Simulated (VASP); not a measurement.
An input for Quantum ESPRESSO's pw.x (written as the equivalent of a VASP run, and not itself run):

```
&CONTROL
  calculation = 'scf'
  pseudo_dir = './pseudo'
  outdir = './out'
  tprnfor = .true.
  tstress = .true.
/
&SYSTEM
  ibrav = 0
  nat = 3
  ntyp = 2
  ecutwfc = 58
  occupations = 'smearing'
  smearing = 'gaussian'
  degauss = 0.000735
  input_dft = 'pbe'
/
&ELECTRONS
  conv_thr = 7.3e-08
  electron_maxstep = 100
/
ATOMIC_SPECIES
  Hf 178.490 Hf.upf
  S 32.060 S.upf
CELL_PARAMETERS angstrom
     3.5447520    0.0000000    0.0000000
    -1.7723760    3.0698450    0.0000000
     0.0000000    0.0000000    5.8976560
ATOMIC_POSITIONS crystal
  Hf   0.0000000  0.0000000  0.0000000
  S    0.6666670  0.3333330  0.7639500
  S    0.3333330  0.6666670  0.2360500
K_POINTS automatic
  7 7 4 0 0 0
```

Q: Translate this input to VASP (INCAR, KPOINTS, POSCAR, choice of POTCAR).

A: Several could match; the one computed here: 
### POSCAR
```
HfS2
3.5447520
  1.0000000000   0.0000000000   0.0000000000
 -0.5000000000   0.8660253242   0.0000000000
  0.0000000000   0.0000000000   1.6637711185
Hf S
1 2
direct
  0.0000000000   0.0000000000   0.0000000000
  0.6666670000   0.3333330000   0.7639500000
  0.3333330000   0.6666670000   0.2360500000
```

INCAR:
```
SYSTEM  =  HfS2
PREC  =  Accurate; ENCUT  =  300; LREAL  =  .False.
LASPH  =  .True.
EDIFF  =  1E-6; NELM  =  100; ALGO  =  Normal
LMAXMIX  =  6
ISMEAR  =  0; SIGMA  =  0.01
GGA  =  PE
ISIF  =  2
LWAVE  =  .False.; LCHARG  =  .False.
```

**KPOINTS**
```
Automatic mesh
0
Gamma
7 7 4
0 0 0
```

POTCAR, in this order: Hf_pv S (PBE.64 set). Program: vasp_std.

What does not carry over: the potentials are each code's own (VASP's PAW set, PseudoDojo norm-conserving files in pw.x), so ENCUT and ecutwfc are chosen apart and not converted; conv_thr bounds pw.x's estimated SCF error, while EDIFF bounds the energy change between steps.

The structure comes from a computed database's HfS2 entry; how it stands against other phases isn't given here. The cell was not relaxed at this level, and its volume differs by -5.9 % from the start's.
